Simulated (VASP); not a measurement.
## Nb2AlC under strain

How does the pressure of Nb2AlC answer to a change of volume? The bands are shown for each cell. All runs use r2SCAN. Left out of this account: 1 further run (self-consistent run: a reference on another mesh). The start is a computed cell from the Materials Project.

Main program and level: VASP 6.6.1; r2SCAN; plane waves and PAW (Al, Nb_sv, C).

### 1. Set-up

Symmetry: P6_3/mmc, No. 194, hexagonal system. Conventional cell: a = 3.123 Å, b = 3.123 Å, c = 13.938 Å, α = 90.00°, β = 90.00°, γ = 120.00°. Nearest to Al lie 6 Nb at 2.87 Å and 6 Al at 3.12 Å. Nearest to Nb lie 3 C at 2.19 Å and 3 Al at 2.87 Å. C has 6 Nb at 2.19 Å nearest. Farther neighbours are not listed.

### 2. Bands, cell as listed

The mesh alone shows little of the dispersion and can miss band extrema, so KPOINTS_OPT adds a path through the symmetry points after the self-consistent cycle. r2SCAN adds the kinetic-energy density, costs more than a GGA and is run with LASPH.

File INCAR:

```
SYSTEM = Nb2AlC
PREC = Accurate
ENCUT = 520
EDIFF = 1E-06
NELM = 100
ISMEAR = -1
SIGMA = 0.05
LREAL = .FALSE.
ALGO = Normal
METAGGA = R2SCAN
LASPH = .TRUE.
NBANDS = 53
LORBIT = 11
LWAVE = .FALSE.
LCHARG = .FALSE.
KPAR = 8
```

File POSCAR:

```
Nb2AlC
1.0
    3.1225695162      0.0000000000      0.0000000000
   -1.5612847581      2.7042245261      0.0000000000
    0.0000000000      0.0000000000     13.9380655300
Al Nb C
2 4 2
Direct
    0.3333333300      0.6666666700      0.7500000000
    0.6666666700      0.3333333300      0.2500000000
    0.3333333300      0.6666666700      0.0897486000
    0.6666666700      0.3333333300      0.5897486000
    0.6666666700      0.3333333300      0.9102514000
    0.3333333300      0.6666666700      0.4102514000
    0.0000000000      0.0000000000      0.0000000000
    0.0000000000      0.0000000000      0.5000000000
```

File KPOINTS:

```
Automatic mesh
0
Gamma
11 11 3
0 0 0
```

File KPOINTS_OPT:

```
Line mode
12
Line-mode
Reciprocal
  0.00000000   0.00000000   0.00000000 GAMMA
  0.50000000   0.00000000   0.00000000 M

  0.50000000   0.00000000   0.00000000 M
  0.33333333   0.33333333   0.00000000 K

  0.33333333   0.33333333   0.00000000 K
  0.00000000   0.00000000   0.00000000 GAMMA

  0.00000000   0.00000000   0.00000000 GAMMA
  0.00000000   0.00000000   0.50000000 A

  0.00000000   0.00000000   0.50000000 A
  0.50000000   0.00000000   0.50000000 L

  0.50000000   0.00000000   0.50000000 L
  0.33333333   0.33333333   0.50000000 H

  0.33333333   0.33333333   0.50000000 H
  0.00000000   0.00000000   0.50000000 A

  0.50000000   0.00000000   0.50000000 L
  0.50000000   0.00000000   0.00000000 M

  0.33333333   0.33333333   0.00000000 K
  0.33333333   0.33333333   0.50000000 H
```

Potentials, in the order of the species: Al, Nb_sv and C (PBE family, release 64).

Launch:

```console
$ mpirun -np 8 vasp_std
```

What it wrote:

```text
[banner, memory and clock lines left out]
running    8 mpi-ranks, on    1 nodes
 distrk:  each k-point on    1 cores,    8 groups
 distr:  one band on    1 cores,    1 groups

 POSCAR found type information on POSCAR AlNbC
 POSCAR found :  3 types and       8 ions
|                                                                             |
|           W    W    AA    RRRRR   N    N  II  N    N   GGGG   !!!           |
|           W    W   A  A   R    R  NN   N  II  NN   N  G    G  !!!           |
|           W    W  A    A  R    R  N N  N  II  N N  N  G       !!!           |
|           W WW W  AAAAAA  RRRRR   N  N N  II  N  N N  G  GGG   !            |
|           WW  WW  A    A  R   R   N   NN  II  N   NN  G    G                |
|           W    W  A    A  R    R  N    N  II  N    N   GGGG   !!!           |
|                                                                             |
|     For optimal performance we recommend to set                             |
|       NCORE = 2 up to number-of-cores-per-socket                            |
|     NCORE specifies how many cores store one orbital (NPAR=cpu/NCORE).      |
|     This setting can greatly improve the performance of VASP for DFT.       |
|     The default, NCORE=1 might be grossly inefficient on modern             |
|     multi-core architectures or massively parallel machines. Do your        |
|     Unfortunately you need to use the default for GW and RPA                |
|     calculations (for HF NCORE is supported but not extensively tested      |
|     yet).                                                                   |
|                                                                             |

|                                                                             |
|               ----> ADVICE to this user running VASP <----                  |
|                                                                             |
|     You enforced a specific xc type in the INCAR file but a different       |
|     [... a line on the potential file left out ...]
|     I HOPE YOU KNOW WHAT YOU ARE DOING!                                     |
|                                                                             |

 LDA part: xc-table for (None), standard interpolation
 POSCAR, INCAR and KPOINTS ok, starting setup
 FFT: planning ... GRIDC
 FFT: planning ... GRID_SOFT
 FFT: planning ... GRID
 WAVECAR not read
 entering main loop
       N       E                     dE             d eps       ncg     rms          rms(c)
DAV:   1     0.646021468493E+03    0.64602E+03   -0.34595E+04  3392   0.129E+03
DAV:   2    -0.102111419562E+03   -0.74813E+03   -0.70809E+03  3997   0.504E+02
DAV:   3    -0.166287896850E+03   -0.64176E+02   -0.62543E+02  5728   0.112E+02
DAV:   4    -0.171035499778E+03   -0.47476E+01   -0.46762E+01  5656   0.266E+01
DAV:   5    -0.171304479291E+03   -0.26898E+00   -0.26860E+00  5456   0.663E+00    0.249E+01
DAV:   6    -0.137100451679E+03    0.34204E+02   -0.25520E+01  4960   0.339E+01    0.543E+00
DAV:   7    -0.137479551615E+03   -0.37910E+00   -0.24941E+00  4507   0.800E+00    0.309E+00
DAV:   8    -0.137536406584E+03   -0.56855E-01   -0.22948E-01  4385   0.240E+00    0.107E+00
DAV:   9    -0.137551997911E+03   -0.15591E-01   -0.39183E-02  5926   0.101E+00    0.540E-01
DAV:  10    -0.137554676435E+03   -0.26785E-02   -0.49451E-03  4260   0.407E-01    0.153E-01
DAV:  11    -0.137554986079E+03   -0.30964E-03   -0.64535E-04  5371   0.134E-01    0.375E-02
DAV:  12    -0.137554997200E+03   -0.11121E-04   -0.45657E-05  4798   0.436E-02    0.102E-02
DAV:  13    -0.137554993375E+03    0.38249E-05   -0.73318E-06  4822   0.157E-02    0.389E-03
DAV:  14    -0.137554993167E+03    0.20815E-06   -0.46270E-07  2288   0.550E-03
   1 F= -.13755499E+03 E0= -.13754461E+03  d E =-.207620E-01
 Start KPOINTS_OPT (optional k-point list driver)
k-point batch [1-32\108]
       N       E                     dE             ncg
DAV:   1     0.401088346901E+04   -0.58231E+05     3400
DAV:   2    -0.204669408566E+05   -0.24478E+05     3784
DAV:   3    -0.225054927081E+05   -0.20386E+04     5720
DAV:   4    -0.226397336322E+05   -0.13424E+03     5520
DAV:   5    -0.226473466136E+05   -0.76130E+01     5475
DAV:   6    -0.226476634293E+05   -0.31682E+00     5640
DAV:   7    -0.226476783836E+05   -0.14954E-01     5224
DAV:   8    -0.226476795203E+05   -0.11366E-02     5456
DAV:   9    -0.226476796087E+05   -0.88483E-04     4136
DAV:  10    -0.226476796165E+05   -0.78075E-05     3296
DAV:  11    -0.226476796173E+05   -0.76006E-06     2808
[...]
k-point batch [97-108\108]
       N       E                     dE             ncg
DAV:   1     0.379269862920E+05   -0.32606E+05     1280
DAV:   2     0.292000310218E+05   -0.87270E+04     1397
DAV:   3     0.284919995014E+05   -0.70803E+03     2040
DAV:   4     0.284393091869E+05   -0.52690E+02     2088
DAV:   5     0.284361904491E+05   -0.31187E+01     2144
DAV:   6     0.284360941801E+05   -0.96269E-01     2078
DAV:   7     0.284360907162E+05   -0.34638E-02     1984
DAV:   8     0.284360904747E+05   -0.24156E-03     2104
DAV:   9     0.284360904671E+05   -0.75250E-05     1576
DAV:  10     0.284360904665E+05   -0.67015E-06     1136
```

It took 12 min on 8 MPI ranks of AMD EPYC 7R13 (Zen 3), shared host; peak memory 3.7 GiB; 1.6 h of CPU time.

Lines that name or quote the potential files are left out of all logs, and their timing lines are given in words.

OUTCAR, selected parts (step 2):

```text
ion  position               nearest neighbor table
   1  0.333  0.667  0.750-   4 2.87   5 2.87   4 2.87   5 2.87   4 2.87   5 2.87
   2  0.667  0.333  0.250-   3 2.87   6 2.87   3 2.87   6 2.87   3 2.87   6 2.87
   3  0.333  0.667  0.090-   7 2.19   7 2.19   7 2.19   2 2.87   2 2.87   2 2.87
   4  0.667  0.333  0.590-   8 2.19   8 2.19   8 2.19   1 2.87   1 2.87   1 2.87
   5  0.667  0.333  0.910-   7 2.19   7 2.19   7 2.19   1 2.87   1 2.87   1 2.87
   6  0.333  0.667  0.410-   8 2.19   8 2.19   8 2.19   2 2.87   2 2.87   2 2.87
   7  0.000  0.000  0.000-   3 2.19   5 2.19   3 2.19   5 2.19   5 2.19   3 2.19
   8  0.000  0.000  0.500-   4 2.19   6 2.19   6 2.19   4 2.19   4 2.19   6 2.19

  LATTYP: Found a hexagonal cell.
 ALAT       =     3.1225695162
 C/A-ratio  =     4.4636525969

 Subroutine GETGRP returns: Found 24 space group operations
 (whereof 12 operations were pure point group operations)

The static configuration has the point symmetry D_3d.
 The point group associated with its full space group is D_6h.

 Found     32 irreducible k-points:

   k-points           NKPTS =     32   k-points in BZ     NKDIM =     32   number of bands    NBANDS=     53

   dimension x,y,z NGX =    24 NGY =   24 NGZ =  108
   dimension x,y,z NGXF=    48 NGYF=   48 NGZF=  216

   ENCUT  =  520.0 eV  38.22 Ry    6.18 a.u.   5.81  5.81 25.92*2*pi/ulx,y,z

   NELECT =      66.0000    total number of electrons

 k-points in reciprocal lattice and weights: Automatic mesh
   0.00000000  0.00000000  0.00000000       0.003
   0.09090909 -0.00000000  0.00000000       0.017
   0.18181818  0.00000000  0.00000000       0.017
   0.27272727 -0.00000000  0.00000000       0.017
   0.36363636 -0.00000000  0.00000000       0.017
   0.45454545  0.00000000  0.00000000       0.017
   0.09090909  0.09090909  0.00000000       0.017
   0.18181818  0.09090909  0.00000000       0.033
   0.27272727  0.09090909  0.00000000       0.033
[...]
0.27272727  0.27272727  0.33333333       0.033
   0.36363636  0.27272727  0.33333333       0.033

 average (electrostatic) potential at core
       1 -72.6240       2 -72.6240       3 -83.8894       4 -83.8894       5 -83.8894
       6 -83.8894       7 -46.6150       8 -46.6150

 E-fermi :  10.3168

 k-point     1 :       0.0000    0.0000    0.0000
  band No.  band energies     occupation
    ...
     30       9.4128      2.00000
     31      10.0198      1.99475
     32      10.0198      1.99475
     33      10.0512      1.99018
     34      10.0512      1.99018
     35      11.3423      0.00000
     36      11.3423      0.00000
     37      11.4570      0.00000
     38      11.4570      0.00000
     39      12.3728      0.00000
    ...

 k-point     2 :       0.0909   -0.0000    0.0000
  band No.  band energies     occupation
    ...
     30       9.5389      2.00000
     31       9.6173      2.00000
     32       9.6893      1.99999
     33      10.2065      1.80137
     34      10.2443      1.62025
     35      10.7875      0.00016
     36      11.1845      0.00000
     37      11.2797      0.00000
     38      11.3139      0.00000
     39      12.3593      0.00000
    ...

 k-point     3 :       0.1818    0.0000    0.0000
  band No.  band energies     occupation
    ...
     29       8.5899      2.00000
     30       8.8489      2.00000
     31       9.0748      2.00000
     32       9.9775      1.99774
     33      10.0831      1.98149
     34      10.6389      0.00318
     35      10.7287      0.00053
     36      11.1117      0.00000
     37      11.2242      0.00000
     38      11.3480      0.00000
    ...

  Total       -2.2019685     -2.2019685     -1.5933833      0.0000000      0.0000000      0.0000000
  in kB      -29.9753542    -29.9753542    -21.6906961      0.0000000      0.0000000      0.0000000
  external PRESSURE =     -27.2138015 kB  Pullay stress =       0.0000000 kB

  energy-cutoff  :      520.00
  volume of cell :      117.69
      direct lattice vectors                 reciprocal lattice vectors
     3.122569516  0.000000000  0.000000000     0.320249075  0.184895890  0.000000000
    -1.561284758  2.704224526  0.000000000     0.000000000  0.369791780  0.000000000
     0.000000000  0.000000000 13.938065530     0.000000000  0.000000000  0.071745968

 POSITION                                       TOTAL-FORCE (eV/Angst)
 -----------------------------------------------------------------------------------
     -0.00000      1.80282     10.45355        -0.000000     -0.000000      0.000000
      1.56128      0.90141      3.48452         0.000000      0.000000      0.000000
     -0.00000      1.80282      1.25092         0.000000     -0.000000     -0.295109
      1.56128      0.90141      8.21995        -0.000000     -0.000000     -0.295109
      1.56128      0.90141     12.68714        -0.000000      0.000000      0.295109
     -0.00000      1.80282      5.71811         0.000000      0.000000      0.295109
      0.00000      0.00000      0.00000        -0.000000      0.000000      0.000000
      0.00000      0.00000      6.96903        -0.000000      0.000000      0.000000
 -----------------------------------------------------------------------------------
    total drift:                               -0.000023      0.000013     -0.000001

  FREE ENERGIE OF THE ION-ELECTRON SYSTEM (eV)
  ---------------------------------------------------
  free  energy   TOTEN  =      -137.5549931672 eV

  energy  without entropy=     -137.5342311756  energy(sigma->0) =     -137.54461217

 total charge
# of ion       s       p       d       tot
------------------------------------------
    1        0.421   0.380   0.000   0.801
    2        0.421   0.380   0.000   0.801
    3        2.169   6.052   2.410  10.631
    4        2.169   6.052   2.410  10.631
    5        2.169   6.052   2.410  10.631
    6        2.169   6.052   2.410  10.631
    7        0.905   1.533   0.000   2.438
    8        0.905   1.533   0.000   2.438
--------------------------------------------------
tot         11.327  28.036   9.639  49.002

[... 3 further parts left out ...]
```

Spin-orbit coupling is off here; it would split degenerate levels. The PAW data sets were made with PBE, which is usual practice but a small mismatch for other functionals. At this level the cell is under a tension of 2.7 GPa, so at these settings it is away from equilibrium.

Numbers from this step:

- SCF cycles: 14
- electrons: 66
- bands: 53
- irreducible k-points: 32
- symmetry operations: 24
- free energy (TOTEN): -137.5550 eV
- energy at zero smearing: -137.5446 eV
- Fermi energy: 10.32 eV
- pressure: -2.721 GPa
- metallic: yes

Electronic bands along the path, in eV, zero at the Fermi level; # counts the bands kept, so #1 is VASP's band 19:

```
          point    #13    #14    #15    #16   #17   #18   #19   #20
              Γ  -0.30  -0.30  -0.27  -0.27  1.03  1.03  1.14  1.14
0.55 of the way  -1.31  -1.06   0.43   0.73  0.85  0.93  1.65  1.67
              M  -1.65  -1.52   1.10   1.44  1.66  1.80  1.92  2.20
0.55 of the way  -1.83  -1.60  -0.80  -0.07  1.43  1.54  1.82  2.43
              K  -1.87  -1.87  -1.50  -0.50  1.27  1.27  1.82  1.82
0.45 of the way  -1.30  -1.23  -0.93  -0.11  0.56  1.41  1.66  1.80
              Γ  -0.30  -0.30  -0.27  -0.27  1.03  1.03  1.14  1.14
0.55 of the way  -0.29  -0.29  -0.27  -0.27  1.04  1.04  1.12  1.12
              A  -0.28  -0.28  -0.28  -0.28  1.08  1.08  1.08  1.08
0.45 of the way  -1.04  -1.04   0.44   0.44  0.59  0.59  1.26  1.26
              L  -1.59  -1.59   1.54   1.54  1.64  1.64  1.83  1.83
0.45 of the way  -1.60  -1.60  -0.24  -0.24  1.53  1.53  2.25  2.25
              H  -1.73  -1.73  -1.01  -1.01  1.20  1.20  2.02  2.02
0.55 of the way  -0.84  -0.84  -0.55  -0.55  0.93  0.93  1.61  1.61
              A  -0.28  -0.28  -0.28  -0.28  1.08  1.08  1.08  1.08
      jump to L  -1.59  -1.59   1.54   1.54  1.64  1.64  1.83  1.83
0.55 of the way  -1.64  -1.54   1.21   1.48  1.70  1.75  1.84  2.09
              M  -1.65  -1.52   1.10   1.44  1.66  1.80  1.92  2.20
      jump to K  -1.87  -1.87  -1.50  -0.50  1.27  1.27  1.82  1.82
0.45 of the way  -1.79  -1.79  -1.37  -0.63  1.24  1.24  1.89  1.89
              H  -1.73  -1.73  -1.01  -1.01  1.20  1.20  2.02  2.02
```

Of the projections kept (Al, Nb, C), the largest for each band there; the rest of the weight can lie on other orbitals:

```
point      #13      #14      #15      #16      #17      #18      #19      #20
    Γ  Nb 1.00  Nb 1.00  Nb 1.00  Nb 1.00  Nb 0.99  Nb 0.99  Nb 1.00  Nb 1.00
    M  Nb 0.74  Nb 0.72  Nb 0.95  Nb 0.94  Nb 0.70  Nb 0.91  Nb 1.00  Nb 0.58
    K  Nb 0.53  Nb 0.53  Nb 1.00  Nb 0.97  Nb 0.71  Nb 0.71  Nb 0.90  Nb 0.90
    Γ  Nb 1.00  Nb 1.00  Nb 1.00  Nb 1.00  Nb 0.99  Nb 0.99  Nb 1.00  Nb 1.00
    A  Nb 1.00  Nb 1.00  Nb 1.00  Nb 1.00  Nb 0.99  Nb 0.99  Nb 0.99  Nb 0.99
    L  Nb 0.73  Nb 0.73  Nb 0.95  Nb 0.95  Nb 0.96  Nb 0.96  Nb 0.63  Nb 0.63
```

Force by atom:

```csv
atom,x (eV/Å),y (eV/Å),z (eV/Å),size
Al1,0.000,0.000,0.000,0.000
Al2,0.000,0.000,0.000,0.000
Nb3,0.000,0.000,-0.295,0.295
Nb4,0.000,0.000,-0.295,0.295
Nb5,0.000,0.000,0.295,0.295
Nb6,0.000,0.000,0.295,0.295
C7,0.000,0.000,0.000,0.000
C8,0.000,0.000,0.000,0.000
```

There is no gap at this level.

(Part 1 of 4 ends here.)

[Lines on the potential files, build, host, timing and source positions are cut from VASP's logs without a mark.]

[Logs are printed without paths, hosts, clocks, repeated set-up lines and the standing remarks that a program may print on its own settings, such as how far it seeks lower states.]

[Hosts, paths, dates, database ids (printed as entryN), source tags and the programs' standing remarks are cut or masked in the printed files.]

[A measured line is paired with the nearest computed mode of its activity, which favours agreement.]
